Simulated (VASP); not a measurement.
# BaNaZrN2 (P3m1) in VASP: reference runs

Reference runs on BaNaZrN2: the cell as given.

Everything below comes from runs of VASP 6.6.1. Logs are shortened: lines on timing, memory, paths and dates and some standing lists are left out, and cuts for length are marked.

**1. The crystal as given**

It takes space group P3m1 (No. 156, trigonal). The conventional cell has a = 4.048 Å, b = 4.048 Å, c = 6.856 Å, α = 90.00°, β = 90.00°, γ = 120.00°. Na (site symmetry 3m) is surrounded by 4 N at 2.46 to 2.52 Å. Around Ba (site symmetry 3m) lie 6 N at 2.83 to 2.99 Å and 3 Zr at 3.18 Å. Zr (site symmetry 3m) is surrounded by 3 N at 2.40 Å. Around N (site symmetry 3m) lie 3 Na at 2.52 Å and 1 Zr at 2.84 Å. N (site symmetry 3m) is surrounded by 3 Zr at 2.40 Å and 1 Na at 2.46 Å.

The cell was built by a generator and needn't be a form met in nature.

**2. Single point, PBE**

File INCAR:

```
ALGO = Normal
EDIFF = 1E-7
ENCUT = 520
GGA = PE
ISIF = 2
ISMEAR = -1
LASPH = T
LCHARG = F
LREAL = F
LWAVE = F
NBANDS = 28
NELM = 100
PREC = Accurate
SIGMA = 0.05
```

File KPOINTS:

```
k-points
0
Gamma
  8 8 4
```

File POSCAR:

```
BaNaZrN2
1.0
    4.0475011500      0.0000000000      0.0000000000
   -2.0237505700      3.5052388200      0.0000000000
    0.0000000000      0.0000000000      6.8560124700
Na Ba Zr N
1 1 1 2
Direct
    0.0000000000      0.0000000000      0.3821820000
    0.3333333300      0.6666666700      0.9730029700
    0.6666666700      0.3333333300      0.6589779900
    0.6666666700      0.3333333300      0.2451090100
    0.0000000000      0.0000000000      0.7407289700
```

Potentials or basis: VASP PAW PBE potentials, release 64 (Na_pv, Ba_sv, Zr_sv, N).

Command:

```
$ cat potpaw_PBE.64/Na_pv/POTCAR potpaw_PBE.64/Ba_sv/POTCAR potpaw_PBE.64/Zr_sv/POTCAR potpaw_PBE.64/N/POTCAR > POTCAR
$ mpirun -np 1 vasp_std > vasp.out
```

OUTCAR:

```text
EDIFF = 1E-7
   ENCUT = 520
   GGA = PE
   ISIF = 2
   ISMEAR = -1
   LASPH = T
   LREAL = F
   NELM = 100
   PREC = Accurate

 ion  position               nearest neighbor table
   1  0.000  0.000  0.382-   3 3.01   3 3.01   3 3.01   2 3.65   2 3.65   2 3.65
   2  0.333  0.667  0.973-   5 2.83   5 2.83   5 2.83   4 2.99   4 2.99   4 2.99   3 3.18   3 3.18
                             3 3.18   1 3.65   1 3.65   1 3.65
   3  0.667  0.333  0.659-   5 2.40   5 2.40   5 2.40   4 2.84   1 3.01   1 3.01   1 3.01   2 3.18
                             2 3.18   2 3.18
   4  0.667  0.333  0.245-   3 2.84   2 2.99   2 2.99   2 2.99
   5  0.000  0.000  0.741-   3 2.40   3 2.40   3 2.40   2 2.83   2 2.83   2 2.83

  LATTYP: Found a hexagonal cell.
 ALAT       =     4.0475011500
 C/A-ratio  =     1.6938877139

  Lattice vectors:

 A1 = (   4.0475011500,   0.0000000000,   0.0000000000)
 A2 = (  -2.0237505700,   3.5052388200,   0.0000000000)
 A3 = (   0.0000000000,   0.0000000000,   6.8560124700)

Analysis of symmetry for initial positions (statically):
=====================================================================
 Subroutine PRICEL returns:
 Original cell was already a primitive cell.

 Routine SETGRP: Setting up the symmetry group for a
 hexagonal supercell.

 Subroutine GETGRP returns: Found  6 space group operations
 (whereof  6 operations were pure point group operations)
 out of a pool of 24 trial point group operations.

The static configuration has the point symmetry C_3v.

Analysis of symmetry for dynamics (positions and initial velocities):
=====================================================================
 Subroutine PRICEL returns:
 Original cell was already a primitive cell.

 Routine SETGRP: Setting up the symmetry group for a
 hexagonal supercell.

 Subroutine GETGRP returns: Found  6 space group operations
 (whereof  6 operations were pure point group operations)
 out of a pool of 24 trial point group operations.

The dynamic configuration has the point symmetry C_3v.

 Subroutine INISYM returns: Found  6 space group operations
 (whereof  6 operations are pure point group operations),
 and found     1 'primitive' translations

----------------------------------------------------------------------------------------

                                     Primitive cell

  volume of cell :      97.2694

  direct lattice vectors                    reciprocal lattice vectors
     4.047501150  0.000000000  0.000000000     0.247066020  0.142643633  0.000000000
    -2.023750570  3.505238820  0.000000000     0.000000000  0.285287266  0.000000000
     0.000000000  0.000000000  6.856012470     0.000000000  0.000000000  0.145857378

  length of vectors
     4.047501150  4.047501149  6.856012470     0.285287266  0.285287266  0.145857378

  position of ions in fractional coordinates (direct lattice)
     0.000000000  0.000000000  0.382182000
     0.333333330  0.666666670  0.973002970
     0.666666670  0.333333330  0.658977990
     0.666666670  0.333333330  0.245109010
     0.000000000  0.000000000  0.740728970

  ion indices of the primitive-cell ions
   primitive index   ion index
                 1           1
                 2           2
                 3           3
                 4           4
                 5           5

----------------------------------------------------------------------------------------

 KPOINTS: k-points

Automatic generation of k-mesh.
 Grid dimensions read from file:
 generate k-points for:    8    8    4

 Generating k-lattice:

  Cartesian coordinates                     Fractional coordinates (reciprocal lattice)
     0.030883252  0.017830454  0.000000000     0.125000000  0.000000000  0.000000000
     0.000000000  0.035660908  0.000000000     0.000000000  0.125000000  0.000000000
     0.000000000  0.000000000  0.036464344     0.000000000  0.000000000  0.250000000

  Length of vectors
     0.035660908  0.035660908  0.036464344

  Shift w.r.t. Gamma in fractional coordinates (k-lattice)
     0.000000000  0.000000000  0.000000000

 Subroutine IBZKPT returns following result:
 ===========================================

 Found     35 irreducible k-points:

 Following reciprocal coordinates:
            Coordinates               Weight
  0.000000  0.000000  0.000000      1.000000
  0.125000 -0.000000  0.000000      6.000000
  0.250000 -0.000000  0.000000      6.000000
  0.375000 -0.000000  0.000000      6.000000
  0.500000 -0.000000  0.000000      3.000000
  0.125000  0.125000  0.000000      6.000000
[... 16 lines left out ...]
 -0.125000  0.500000  0.250000     12.000000
  0.250000  0.250000  0.250000     12.000000
 [... further k-points ...]
   k-points           NKPTS =     35   k-points in BZ     NKDIM =     35   number of bands    NBANDS=     28
   number of dos      NEDOS =    301   number of ions     NIONS =      5
   total plane-waves  NPLWV =  48600
   dimension x,y,z NGX =    30 NGY =   30 NGZ =   54
   dimension x,y,z NGXF=    60 NGYF=   60 NGZF=  108
   ions per type =               1   1   1   2
   NGX,Y,Z   is equivalent  to a cutoff of  12.32, 12.32, 13.09 a.u.
   NGXF,Y,Z  is equivalent  to a cutoff of  24.64, 24.64, 26.19 a.u.
 SYSTEM =  unknown system
   PREC   = accura    normal or accurate (medium, high low for compatibility)
   ISTART =      0    job   : 0-new  1-cont  2-samecut
   ICHARG =      2    charge: 1-file 2-atom 10-const
   ISPIN  =      1    spin polarized calculation?
   LNONCOLLINEAR =      F non collinear calculations
   LSORBIT =      F    spin-orbit coupling
   LASPH  =      T    aspherical Exc in radial PAW
   ENCUT  =  520.0 eV  38.22 Ry    6.18 a.u.   7.53  7.53 12.75*2*pi/ulx,y,z
   NELM   =    100;   NELMIN=  2; NELMDL= -5     # of ELM steps
   EDIFF  = 0.1E-06   stopping-criterion for ELM
   LREAL  =      F    real-space projection
   EDIFFG = 0.1E-05   stopping-criterion for IOM
   NSW    =      0    number of steps for IOM
   IBRION =     -1    ionic relax: 0-MD 1-quasi-New 2-CG
   NFREE  =      0    steps in history (QN), initial steepest desc. (CG)
   ISIF   =      2    stress and relaxation
   ISYM   =      2    0-nonsym 1-usesym 2-fastsym
   POTIM  = 0.5000    time-step for ionic-motion
   TEBEG  =    0.0;   TEEND  =   0.0 temperature during run
   PSTRESS=    0.0 pullay stress
   NELECT =      39.0000    total number of electrons
   NUPDOWN=      -1.0000    fix difference up-down
   EMIN   =  10.00;   EMAX   =-10.00  energy-range for DOS
   EFERMI =   0.00;   METHOD = LEGACY
   ISMEAR =    -1;   SIGMA  =   0.05  broadening in eV -4-tet -1-fermi 0-gaus
   EFERMI_NEDOS =   21; number of points for ismear=-14 and -15
   IALGO  =     38    algorithm
   IMIX   =      4    mixing-type and parameters
     AMIX     =   0.40;   BMIX     =  1.00
     AMIX_MAG =   1.60;   BMIX_MAG =  1.00
  volume/ion in A,a.u.               =      19.45       131.28
  Fermi-wavevector in a.u.,A,eV,Ry     =   1.207177  2.281234 19.827449  1.457276
  Thomas-Fermi vector in A             =   2.342822
   LORBIT       =      0    0 simple, 1 ext, 2 COOP (PROOUT), +10 PAW based schemes
   GGA     = PE    functional components
   LHFCALC =     F    Hartree Fock is set to
   AEXX    =    0.0000 exact exchange contribution
   IVDW    =     0    specifies the selected vdW correction
   LEPSILON=     F    determine dielectric tensor
   LRPA    =     F    only Hartree local field effects (RPA)
 non-spin polarized calculation
  energy-cutoff  :      520.00
  volume of cell :       97.27
 maximum number of plane-waves:      2644
   NGX = 15   NGY = 15   NGZ = 25

 number of electron      38.9999994 magnetization

 Free energy of the ion-electron system (eV)
  ---------------------------------------------------
  ext. energy  EPLUGINS =         0.00000000
  ---------------------------------------------------
  free energy    TOTEN  =       -27.93070664 eV

  energy without entropy =      -27.89669883  energy(sigma->0) =      -27.91370274

 E-fermi :   4.1562     XC(G=0):  -9.7432

 val. band max:        4.1471373890   @ k =   0.2500   0.2500   0.0000
 cond. band min:       4.1614446591   @ k =   0.2500   0.2500   0.2500
 fundamental gap:      0.0143072701
 Fermi energy:         4.1561877496

 k-point     1 :       0.0000    0.0000    0.0000
  band No.  band energies     occupation
      1     -45.8616      2.00000
      2     -24.0087      2.00000
      3     -23.8270      2.00000
      4     -23.8270      2.00000
      5     -23.0121      2.00000
      6     -18.7154      2.00000
[... 20 lines left out ...]
     27       9.2636      0.00000
     28       9.3098      0.00000

 k-point     2 :       0.1250   -0.0000    0.0000
  band No.  band energies     occupation
      1     -45.8609      2.00000
      2     -24.0005      2.00000
      3     -23.8455      2.00000
      4     -23.8305      2.00000
      5     -23.0010      2.00000
      6     -18.7146      2.00000
[... 20 lines left out ...]
     27       9.0274      0.00000
     28       9.3249      0.00000

 k-point     3 :       0.2500   -0.0000    0.0000
  band No.  band energies     occupation
      1     -45.8591      2.00000
      2     -23.9831      2.00000
      3     -23.8864      2.00000
      4     -23.8389      2.00000
      5     -22.9749      2.00000
      6     -18.7127      2.00000
[... 20 lines left out ...]
     27       9.3045      0.00000
     28       9.6701      0.00000

 k-point     4 :       0.3750   -0.0000    0.0000
  band No.  band energies     occupation
      1     -45.8572      2.00000
      2     -23.9767      2.00000
      3     -23.9145      2.00000
      4     -23.8473      2.00000
      5     -22.9499      2.00000
      6     -18.7109      2.00000
[... 20 lines left out ...]
     27       9.6829      0.00000
     28      10.3713      0.00000

 k-point     5 :       0.5000   -0.0000    0.0000
  band No.  band energies     occupation
      1     -45.8565      2.00000
      2     -23.9818      2.00000
      3     -23.9179      2.00000
      4     -23.8508      2.00000
      5     -22.9397      2.00000
      6     -18.7102      2.00000
[... 20 lines left out ...]
     27       9.4498      0.00000
     28      10.0951      0.00000

 k-point     6 :       0.1250    0.1250    0.0000
  band No.  band energies     occupation
      1     -45.8596      2.00000
      2     -23.9874      2.00000
      3     -23.8730      2.00000
      4     -23.8390      2.00000
      5     -22.9823      2.00000
      6     -18.7132      2.00000
[... 463 lines left out ...]
      5     -22.9565      2.00000
      6     -18.7114      2.00000
[... 20 lines left out ...]
     27       9.0668      0.00000
     28       9.7562      0.00000

 k-point    22 :       0.3750    0.1250    0.2500
  band No.  band energies     occupation
      1     -45.8565      2.00000
      2     -23.9719      2.00000
      3     -23.9163      2.00000
      4     -23.8634      2.00000
      5     -22.9389      2.00000
      6     -18.7104      2.00000
[... 20 lines left out ...]
     27       9.3552      0.00000
     28       9.7582      0.00000

 k-point    23 :      -0.1250    0.5000    0.2500
  band No.  band energies     occupation
      1     -45.8565      2.00000
      2     -23.9718      2.00000
      3     -23.9163      2.00000
      4     -23.8634      2.00000
      5     -22.9391      2.00000
      6     -18.7103      2.00000
[... 20 lines left out ...]
     27       9.5033      0.00000
     28       9.9628      0.00000

 k-point    24 :       0.2500    0.2500    0.2500
  band No.  band energies     occupation
      1     -45.8565      2.00000
      2     -23.9600      2.00000
      3     -23.9114      2.00000
      4     -23.8811      2.00000
      5     -22.9384      2.00000
      6     -18.7103      2.00000
[... 20 lines left out ...]
     27       9.0049      0.00000
     28       9.9132      0.00000

 [... further k-points ...]

------------------------ aborting loop because EDIFF is reached ----------------------------------------

  FORCE on cell =-STRESS in cart. coord.  units (eV):
  Direction    XX          YY          ZZ          XY          YZ          ZX
  --------------------------------------------------------------------------------------
  -------------------------------------------------------------------------------------
  Total       -3.1693574     -3.1693574     -3.0141098     -0.0000000      0.0000000      0.0000000
  in kB      -52.2042190    -52.2042191    -49.6470506     -0.0000001      0.0000000      0.0000000
  external PRESSURE =     -51.3518296 kB  Pullay stress =       0.0000000 kB

 VOLUME and BASIS-vectors are now :
 -----------------------------------------------------------------------------
  energy-cutoff  :      520.00
  volume of cell :       97.27
      direct lattice vectors                 reciprocal lattice vectors
     4.047501150  0.000000000  0.000000000     0.247066020  0.142643633  0.000000000
    -2.023750570  3.505238820  0.000000000     0.000000000  0.285287266  0.000000000
     0.000000000  0.000000000  6.856012470     0.000000000  0.000000000  0.145857378

 POSITION                                       TOTAL-FORCE (eV/Angst)
 -----------------------------------------------------------------------------------
      0.00000      0.00000      2.62024         0.000000     -0.000000     -1.425075
     -0.00000      2.33683      6.67092         0.000000      0.000000      3.866248
      2.02375      1.16841      4.51796        -0.000000     -0.000000     -2.824140
      2.02375      1.16841      1.68047         0.000000     -0.000000      1.727960
      0.00000      0.00000      5.07845         0.000000     -0.000000     -1.344994
 -----------------------------------------------------------------------------------
    total drift:                               -0.000040      0.000023      0.000092

  FREE ENERGIE OF THE ION-ELECTRON SYSTEM (eV)
  ---------------------------------------------------
  free  energy   TOTEN  =       -27.9307066400 eV

  energy  without entropy=      -27.8966988312  energy(sigma->0) =      -27.91370274
```

Wall time 57 s (1 thread of Intel Xeon 6975P-C (Granite Rapids), shared host); peak memory 0.28 GiB.

What came out:

- Free energy: -27.9307 eV
- Pressure: -5.1 GPa
- Largest force: 3.866 eV/Å
- Band gap on the k mesh: none (metal or under the smearing width)

Forces in eV/Å, atoms in the order of the input:
```
Na   0.000  0.000 -1.425
Ba   0.000  0.000  3.866
Zr   0.000  0.000 -2.824
N    0.000  0.000  1.728
N    0.000  0.000 -1.345
```

Stress tensor (GPa, compression positive):
```
-5.22  0.00  0.00
 0.00 -5.22  0.00
 0.00  0.00 -4.96
```

Levels at points of the mesh, in eV from the Fermi level:
```csv
k point,band 16,band 17,band 18,band 19,band 20,band 21,band 22,band 23
"(0.00, 0.00, 0.00)",-3.65,-1.41,-0.41,-0.41,0.22,0.22,0.30,1.27
"(0.50, 0.00, 0.00)",-2.95,-1.37,-1.24,-0.61,-0.42,0.85,1.01,1.23
"(0.00, 0.00, 0.50)",-3.56,-2.25,-0.45,-0.45,0.39,0.39,1.51,2.37
"(0.50, 0.00, 0.50)",-2.87,-1.58,-1.42,-0.48,0.14,0.67,0.75,1.60
```

Caveat: forces of over 1 eV/Å show positions far from the minimum, so gaps and moduli don't describe the material at rest.
